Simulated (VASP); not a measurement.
Given:

```xyz
5
Lattice="4.1637 0.0000 0.0000 0.0000 4.1637 0.0000 0.0000 0.0000 4.1637" Properties=species:S:1:pos:R:3 pbc="T T T"
Ba     0.0000     0.0000     0.0000
Hf     2.0819     2.0819     2.0819
O      2.0819     0.0000     2.0819
O      0.0000     2.0819     2.0819
O      2.0819     2.0819     0.0000
```

These are vdW-DF-cx, VASP's PBE PAW potentials (set 64) (plane waves; VASP) values and carry that method's errors. Settings: 520 eV cut-off, 5×5×5 Γ-centred mesh, Gaussian smearing of 0.050 eV, potentials Ba_sv Hf_pv O.

Question: Predict the energy per atom (σ→0).

Answer: 
```json
{
  "energy per atom (σ→0)": "-7.029 eV/atom"
}
```

Only differences to runs with the same potentials and settings are physical.

The compound is BaHfO3 in the cubic perovskite structure. It was relaxed first.
